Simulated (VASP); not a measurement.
Given:

```xyz
17
Lattice="5.8765 0.0000 0.0000 2.9382 5.0892 0.0000 0.0000 0.0000 21.4556" Properties=species:S:1:pos:R:3 pbc="T T T"
Au     0.0000     0.0000     7.1292
Au     2.9382     0.0000     7.1292
Au     1.4691     2.5446     7.1292
Au     4.4074     2.5446     7.1292
Au     1.4691     0.8482     9.5282
Au     4.4074     0.8482     9.5282
Au     2.9382     3.3928     9.5282
Au     5.8765     3.3928     9.5282
Au     0.0000     1.6964    11.9273
Au     2.9382     1.6964    11.9273
Au     1.4691     4.2410    11.9273
Au     4.4074     4.2410    11.9273
Au     0.0000     0.0000    14.3264
Au     2.9382     0.0000    14.3264
Au     1.4691     2.5446    14.3264
Au     4.4074     2.5446    14.3264
Cl     2.9382     1.6964    15.7807
```

These are PBE GGA, VASP's PBE PAW potentials (set 64) (plane waves; VASP) values and carry that method's errors. Settings: PREC = Normal, EDIFF = 1E-5, 400 eV cut-off, 5×5×1 Γ-centred mesh, first-order Methfessel-Paxton smearing of 0.10 eV, potentials Au Cl.

Question: The ions are relaxed. Predict the relaxed structure.

Answer: 
```xyz
17
Lattice="5.8765 0.0000 0.0000 2.9382 5.0892 0.0000 0.0000 0.0000 21.4556" Properties=species:S:1:pos:R:3 pbc="T T T"
Au     0.0000     0.0000     7.0982
Au     2.9382     0.0019     7.1322
Au     1.4708     2.5436     7.1322
Au     4.4057     2.5436     7.1322
Au     1.4621     0.8441     9.5287
Au     4.4144     0.8441     9.5287
Au     2.9382     3.4009     9.5287
Au     5.8765     3.3928     9.5140
Au     5.8765     1.7037    11.8811
Au     2.9382     1.6964    11.8700
Au     7.3392     4.2373    11.8811
Au     4.4137     4.2373    11.8811
Au     0.0000     0.0000    14.2158
Au     5.8765     5.0527    14.2615
Au     7.3140     2.5628    14.2615
Au     4.4389     2.5628    14.2615
Cl     2.9382     1.6964    16.3169
```

Question: How much energy does the relaxation gain?

Answer: The energy (σ→0) changes by -96.7 meV/atom, in 13 ionic steps.

The cell is a thin slab with vacuum, built from Au (fcc): (111) face, Cl adsorbed.
